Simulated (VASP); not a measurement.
Output of a VASP run:

### OUTCAR
```
 ion  position               nearest neighbor table
   1  0.500  0.000  0.000-   7 2.64   4 2.64   4 2.67   7 2.67   4 2.67   7 2.67   5 2.73   8 2.73
                             6 2.73   9 2.73
   2  0.500  0.500  0.333-   5 2.64   8 2.64   5 2.67   8 2.67   8 2.67   5 2.67   7 2.73   4 2.73
                             6 2.73   9 2.73
   3  0.000  0.500  0.667-   6 2.64   9 2.64   6 2.67   9 2.67   6 2.67   9 2.67   7 2.73   4 2.73
                             8 2.73   5 2.73
   4  0.169  0.338  0.000-   1 2.64   7 2.64   7 2.64   1 2.67   1 2.67   7 2.70   2 2.73   3 2.73
                             5 2.75   9 2.75
   5  0.831  0.169  0.333-   2 2.64   8 2.64   8 2.64   2 2.67   2 2.67   8 2.70   1 2.73   3 2.73
                             4 2.75   6 2.75
   6  0.662  0.831  0.667-   3 2.64   9 2.64   9 2.64   3 2.67   3 2.67   9 2.70   1 2.73   2 2.73
                             7 2.75   5 2.75
   7  0.831  0.662  0.000-   1 2.64   4 2.64   4 2.64   1 2.67   1 2.67   4 2.70   2 2.73   3 2.73
                             8 2.75   6 2.75
   8  0.169  0.831  0.333-   2 2.64   5 2.64   5 2.64   2 2.67   2 2.67   5 2.70   1 2.73   3 2.73
                             7 2.75   9 2.75
   9  0.338  0.169  0.667-   3 2.64   6 2.64   6 2.64   3 2.67   3 2.67   6 2.70   1 2.73   2 2.73
                             4 2.75   8 2.75
  LATTYP: Found a hexagonal cell.
 ALAT       =     4.6008428090
 C/A-ratio  =     1.5599588853
 Subroutine PRICEL returns:
 Original cell was already a primitive cell.
 Subroutine GETGRP returns: Found 12 space group operations
The static configuration has the point symmetry D_2 .
 The point group associated with its full space group is D_6 .
The dynamic configuration has the point symmetry D_2 .
 Subroutine INISYM returns: Found 12 space group operations
 Subroutine IBZKPT returns following result:
 Found     36 irreducible k-points:

 Following reciprocal coordinates:
            Coordinates               Weight
  0.000000  0.000000  0.000000      1.000000
  0.111111 -0.000000  0.000000      6.000000
  0.222222 -0.000000  0.000000      6.000000
  0.333333  0.000000  0.000000      6.000000
  0.444444 -0.000000  0.000000      6.000000
  0.111111  0.111111  0.000000      6.000000
  0.222222  0.111111  0.000000     12.000000
  0.333333  0.111111  0.000000     12.000000
  0.444444  0.111111  0.000000      6.000000
  0.222222  0.222222  0.000000      6.000000
  0.333333  0.222222  0.000000     12.000000
  0.333333  0.333333  0.000000      2.000000
  0.000000  0.000000  0.200000      2.000000
  0.111111 -0.000000  0.200000     12.000000
  0.222222 -0.000000  0.200000     12.000000
  0.333333  0.000000  0.200000     12.000000
  0.444444 -0.000000  0.200000     12.000000
  0.111111  0.111111  0.200000     12.000000
  0.222222  0.111111  0.200000     24.000000
  0.333333  0.111111  0.200000     24.000000
  0.444444  0.111111  0.200000     12.000000
  0.222222  0.222222  0.200000     12.000000
  0.333333  0.222222  0.200000     24.000000
  0.333333  0.333333  0.200000      4.000000
  0.000000  0.000000  0.400000      2.000000
  0.111111 -0.000000  0.400000     12.000000
  0.222222 -0.000000  0.400000     12.000000
  0.333333  0.000000  0.400000     12.000000
  0.444444 -0.000000  0.400000     12.000000
  0.111111  0.111111  0.400000     12.000000
  0.222222  0.111111  0.400000     24.000000
  0.333333  0.111111  0.400000     24.000000
  0.444444  0.111111  0.400000     12.000000
  0.222222  0.222222  0.400000     12.000000
  0.333333  0.222222  0.400000     24.000000
  0.333333  0.333333  0.400000      4.000000
   k-points           NKPTS =     36   k-points in BZ     NKDIM =     36   number of bands    NBANDS=     68
   number of dos      NEDOS =    601   number of ions     NIONS =      9
   total plane-waves  NPLWV =  43200
   dimension x,y,z NGX =    30 NGY =   30 NGZ =   48
   dimension x,y,z NGXF=    60 NGYF=   60 NGZF=   96
   ions per type =               3   6
   PREC   = accura    normal or accurate (medium, high low for compatibility)
   ISTART =      0    job   : 0-new  1-cont  2-samecut
   ICHARG =      2    charge: 1-file 2-atom 10-const
   ISPIN  =      1    spin polarized calculation?
...
```

File OSZICAR:
```
       N       E                     dE             d eps       ncg     rms          rms(c)
DAV:   1     0.117301703695E+04    0.11730E+04   -0.41782E+04  5576   0.423E+03
DAV:   2     0.139532356121E+03   -0.10335E+04   -0.99922E+03  4896   0.102E+03
DAV:   3    -0.108140247167E+03   -0.24767E+03   -0.23857E+03  4936   0.273E+02
DAV:   4    -0.130837085068E+03   -0.22697E+02   -0.21823E+02  5532   0.902E+01
DAV:   5    -0.131617845560E+03   -0.78076E+00   -0.77243E+00  5488   0.185E+01    0.193E+01
DAV:   6    -0.137269245654E+03   -0.56514E+01   -0.91053E+01  5412   0.853E+01    0.386E+01
DAV:   7    -0.121322891592E+03    0.15946E+02   -0.24051E+01  5564   0.528E+01    0.116E+01
DAV:   8    -0.116720114174E+03    0.46028E+01   -0.73139E+00  6012   0.233E+01    0.293E+00
DAV:   9    -0.115488149819E+03    0.12320E+01   -0.24282E+00  5216   0.601E+00    0.141E+00
DAV:  10    -0.116518026086E+03   -0.10299E+01   -0.49610E-01  5176   0.318E+00    0.951E-01
DAV:  11    -0.116523514648E+03   -0.54886E-02   -0.55202E-02  6120   0.190E+00    0.277E-01
DAV:  12    -0.116549214666E+03   -0.25700E-01   -0.44785E-02  5136   0.953E-01    0.160E-01
DAV:  13    -0.116552318901E+03   -0.31042E-02   -0.10040E-02  5188   0.439E-01    0.143E-01
DAV:  14    -0.116554364566E+03   -0.20457E-02   -0.11446E-03  5320   0.271E-01    0.518E-02
DAV:  15    -0.116554185074E+03    0.17949E-03   -0.80033E-04  5368   0.116E-01    0.267E-02
DAV:  16    -0.116554264763E+03   -0.79689E-04   -0.72191E-05  5492   0.409E-02    0.262E-02
DAV:  17    -0.116554407530E+03   -0.14277E-03   -0.24809E-04  5096   0.615E-02    0.941E-03
DAV:  18    -0.116554451219E+03   -0.43689E-04   -0.17130E-05  5108   0.191E-02    0.449E-03
DAV:  19    -0.116554450599E+03    0.61981E-06   -0.10588E-06  5500   0.559E-03    0.307E-03
DAV:  20    -0.116554454924E+03   -0.43244E-05   -0.35307E-07  4392   0.448E-03    0.409E-03
DAV:  21    -0.116554444120E+03    0.10804E-04   -0.25789E-06  5144   0.114E-02    0.106E-03
DAV:  22    -0.116554447810E+03   -0.36901E-05   -0.19578E-07  4032   0.247E-03    0.714E-04
DAV:  23    -0.116554446450E+03    0.13601E-05   -0.18147E-08  2700   0.860E-04    0.558E-04
DAV:  24    -0.116554448562E+03   -0.21117E-05   -0.49395E-08  2688   0.155E-03    0.272E-04
DAV:  25    -0.116554448421E+03    0.14022E-06   -0.13668E-08  2672   0.713E-04    0.286E-04
DAV:  26    -0.116554448725E+03   -0.30347E-06   -0.24697E-09  2664   0.322E-04    0.261E-04
DAV:  27    -0.116554448850E+03   -0.12518E-06   -0.16633E-09  2664   0.395E-04    0.123E-04
DAV:  28    -0.116554448768E+03    0.82026E-07   -0.60199E-10  2648   0.148E-04
   1 F= -.11655445E+03 E0= -.11655445E+03  d E =0.000000E+00
       N       E                     dE             ncg
       N       E                     dE             ncg
```

File OUTCAR:
```
------------------------ aborting loop because EDIFF is reached ----------------------------------------
  FORCE on cell =-STRESS in cart. coord.  units (eV):
  Direction    XX          YY          ZZ          XY          YZ          ZX
  --------------------------------------------------------------------------------------
  Total       -0.2940647     -0.2940646      0.4808325      0.0000000      0.0000000      0.0000000
  in kB       -3.5809450     -3.5809436      5.8552911      0.0000000      0.0000000      0.0000000
  external PRESSURE =      -0.4355325 kB  Pullay stress =       0.0000000 kB
  volume of cell :      131.57
      direct lattice vectors                 reciprocal lattice vectors
     4.600842809  0.000000000  0.000000000     0.217351481  0.125487961  0.000000000
    -2.300421405  3.984445963  0.000000000     0.000000000  0.250975922  0.000000000
     0.000000000  0.000000000  7.177125620     0.000000000  0.000000000  0.139331545
 POSITION                                       TOTAL-FORCE (eV/Angst)
 -----------------------------------------------------------------------------------
      2.30042      0.00000      0.00000        -0.000000     -0.000000      0.000000
      1.15021      1.99222      2.39237        -0.000000     -0.000000      0.000000
     -1.15021      1.99222      4.78475        -0.000000     -0.000000      0.000000
     -0.00000      1.34797      0.00000         0.000000     -0.025329     -0.000000
      3.43347      0.67398      2.39237         0.021936     -0.012665      0.000000
      1.13305      3.31046      4.78475         0.021936      0.012665     -0.000000
      2.30042      2.63648      0.00000        -0.000000      0.025329      0.000000
     -1.13305      3.31046      2.39237        -0.021936      0.012665      0.000000
      1.16737      0.67398      4.78475        -0.021936     -0.012665     -0.000000
 -----------------------------------------------------------------------------------
    total drift:                                0.000000     -0.000000      0.003425
  FREE ENERGIE OF THE ION-ELECTRON SYSTEM (eV)
  ---------------------------------------------------
  free  energy   TOTEN  =      -116.5544487681 eV

  energy  without entropy=     -116.5544487681  energy(sigma->0) =     -116.55444877

 total charge

# of ion       s       p       d       tot
------------------------------------------
    1        0.372   0.369   8.482   9.224
    2        0.372   0.369   8.482   9.224
    3        0.372   0.369   8.482   9.224
    4        1.182   1.091  10.066  12.339
    5        1.182   1.091  10.066  12.339
    6        1.182   1.091  10.066  12.339
    7        1.182   1.091  10.066  12.339
    8        1.182   1.091  10.066  12.339
    9        1.182   1.091  10.066  12.339
--------------------------------------------------
tot          8.212   7.649  85.844 101.705

 Electric field gradients after diagonalization (V/A^2)
 (convention: |V_zz| > |V_xx| > |V_yy|)
----------------------------------------------------------------------
 ion       V_xx      V_yy      V_zz     asymmetry (V_yy - V_xx)/ V_zz
----------------------------------------------------------------------
   1       4.961     4.448    -9.409       0.055
   2       4.952     4.458    -9.409       0.052
   3       4.962     4.447    -9.409       0.055
   4     -15.358   -12.034    27.392       0.121
   5     -15.353   -12.038    27.391       0.121
   6     -15.360   -12.032    27.392       0.121
   7     -15.358   -12.034    27.392       0.121
   8     -15.353   -12.038    27.391       0.121
   9     -15.360   -12.032    27.392       0.121
```
(Selected blocks of OUTCAR.)

POSCAR:
```
NiGe2
1
    4.6008428090     0.0000000000    -0.0000000000
   -2.3004214046     3.9844459626     0.0000000000
    0.0000000000     0.0000000000     7.1771256196
Ni Ge
3 6
Direct
  0.5000000000   0.0000000000   0.0000000000
  0.5000000000   0.5000000000   0.3333330000
  0.0000000000   0.5000000000   0.6666670000
  0.1691537105   0.3383074210   0.0000000000
  0.8308462895   0.1691537105   0.3333330000
  0.6616925790   0.8308462895   0.6666670000
  0.8308462895   0.6616925790   0.0000000000
  0.1691537105   0.8308462895   0.3333330000
  0.3383074210   0.1691537105   0.6666670000
```

**Question.** Reconstruct the remaining input files.

**Answer.** This is not unique; one that fits is the input of the run itself, r2SCAN meta-GGA, plane waves, VASP's PBE PAW potentials (set 64).

KPOINTS:
```
Automatic mesh
0
G
  9 9 5
0 0 0
```

**INCAR**
```
SYSTEM = NiGe2
PREC = Accurate; ENCUT = 400; LREAL = F
LASPH = T
EDIFF = 1E-7; NELM = 100; ALGO = Normal
LMAXMIX = 4; LMIXTAU = T
ISMEAR = -5
METAGGA = R2SCAN
ISIF = 2
LWAVE = F; LCHARG = F; LORBIT = 11
NEDOS = 601
LEFG = T
```

File KPOINTS_OPT:
```
k-points along high-symmetry lines
6
Line-mode
Reciprocal
  0.000000   0.000000   0.000000 ! GAMMA
  0.500000   0.000000   0.000000 ! M

  0.500000   0.000000   0.000000 ! M
  0.333333   0.333333   0.000000 ! K

  0.333333   0.333333   0.000000 ! K
  0.000000   0.000000   0.000000 ! GAMMA

  0.000000   0.000000   0.000000 ! GAMMA
  0.000000   0.000000   0.500000 ! A

  0.000000   0.000000   0.500000 ! A
  0.500000   0.000000   0.500000 ! L

  0.500000   0.000000   0.500000 ! L
  0.333333   0.333333   0.500000 ! H

  0.333333   0.333333   0.500000 ! H
  0.000000   0.000000   0.500000 ! A

  0.500000   0.000000   0.500000 ! L
  0.500000   0.000000   0.000000 ! M

  0.333333   0.333333   0.500000 ! H
  0.333333   0.333333   0.000000 ! K
```

POTCAR, in this order: Ni Ge_d (PBE.64 set). Program: vasp_std.

For a metal the tetrahedron method with Blöchl corrections gives inexact stress and forces.

The structure was generated: NiGe2 was put into the CrSi2 type (P6_222), which need not be its known phase. It was relaxed first, which changed the volume by +8 %. The run is not spin-polarised, so no magnetic state was tried.
